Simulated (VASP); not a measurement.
InSb:

```
CELL_PARAMETERS angstrom
0.00000 3.23910 3.23910
3.23910 0.00000 3.23910
3.23910 3.23910 0.00000
ATOMIC_POSITIONS crystal
In 0.00000 0.00000 0.00000
Sb 0.25000 0.25000 0.25000
```

- Program: VASP 6.6.1
- Task: relaxation of cell and atoms
- Functional: PBE
- Potentials or basis: VASP PAW PBE potentials, release 64 (In_d, Sb)
- Cutoff: 600 eV
- k mesh: 8 × 8 × 8
- Occupations: gaussian, width 0.02 eV
- Spin: no spin polarisation

At the start: pressure 3.1 GPa; volume 33.98 Å³/atom.

Task: How do energy, volume and symmetry change on relaxing?

Result: Over 3 steps the energy falls by 23.1 meV/atom and the volume is 36.50 Å³/atom (+7.4 %); space group F-43m (No. 216, to 0.05 Å).

The path:
| step | energy change (eV) | largest force (eV/Å) | pressure (GPa) | volume (Å³) |
| --- | --- | --- | --- | --- |
| 1 | 0.0000 | 0.0000 | 3.15 | 67.97 |
| 2 | -0.0417 | 0.0000 | -0.82 | 74.75 |
| 3 | -0.0463 | 0.0000 | 0.02 | 73.00 |

Final structure:
```cif
data_structure
_symmetry_space_group_name_H-M 'P 1'
_symmetry_Int_Tables_number 1
_cell_length_a 4.6911
_cell_length_b 4.6911
_cell_length_c 4.6911
_cell_angle_alpha 60.000
_cell_angle_beta 60.000
_cell_angle_gamma 60.000
_cell_volume 73.00
loop_
_atom_site_label
_atom_site_type_symbol
_atom_site_fract_x
_atom_site_fract_y
_atom_site_fract_z
_atom_site_occupancy
In1 In 0.00000 0.00000 0.00000 1
Sb1 Sb 0.25000 0.25000 0.25000 1
```
